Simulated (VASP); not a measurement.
Here is the system:

```
CELL_PARAMETERS angstrom
     -1.99025     1.99025     3.88593
      1.99025    -1.99025     3.88593
      1.99025     1.99025    -3.88593
ATOMIC_POSITIONS crystal
  Be 0.00000 0.00000 0.00000
  Be 0.75000 0.25000 0.50000
  Be 0.25000 0.75000 0.50000
  Zn 0.50000 0.50000 0.00000
  O  0.08352 0.08352 0.44126
  O  0.91648 0.35775 0.00000
  O  0.64225 0.64225 0.55874
  O  0.35775 0.91648 0.00000
```

All values below come from LDA (Ceperley-Alder, Perdew-Zunger), VASP's LDA PAW potentials (set 64) (plane waves; VASP). Run with 520 eV cut-off, Gaussian smearing of 0.050 eV, potentials Be Zn O.

Task: Predict the band gap (along the path) with the smallest direct gap where there is one.

Result: 
| Property | Value |
|---|---|
| band gap (along the path) | 4.64 eV |
| smallest direct gap (along the path) | 4.64 eV |

The absolute energy has meaning only against runs of the same code, potentials and settings.

The structure comes from a computed database's Be3ZnO4 entry (I-42m); how it stands against other phases isn't given here. It was relaxed first, which changed the volume by -6 %.
